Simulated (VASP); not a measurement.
```xyz
2
Lattice="3.6473 0.0000 0.0000 -1.8237 3.1587 0.0000 0.0000 0.0000 3.1297" Properties=species:S:1:pos:R:3 pbc="T T T"
Ge     0.0000     0.0000     3.1297
Si     1.8237     1.0529     1.5648
```

The numbers are results of r2SCAN meta-GGA, VASP's PBE PAW potentials (set 64) (plane waves; VASP 6.6.1), not measurements. Settings: 400 eV cut-off, 13×13×13 Γ-centred mesh, tetrahedra with Blöchl corrections, potentials Ge_d Si.

Problem. Give the energies of bands 7 to 12 at the high-symmetry points, in eV from the Fermi level.

Solution. 
```
band      Γ      M      K      A      L      H
----  -----  -----  -----  -----  -----  -----
7     -0.73  -9.11  -9.48  -9.71  -6.89  -5.79
8     -0.73  -2.93  -5.80   2.83  -5.18  -5.35
9      0.37   0.24   4.11   2.83  -4.84  -5.29
10     0.48   2.89   4.17   2.89   0.86  -1.93
11     3.31   5.22   5.80   2.89   1.16  -1.65
12     3.31   6.66   6.62   4.32   3.96   8.83
```

It has no gap at this level: it comes out as a metal or semimetal.

The structure was generated: SiGe was put into the WC type (P-6m2), which need not be its known phase. It was relaxed first, which changed the volume by +18 %.
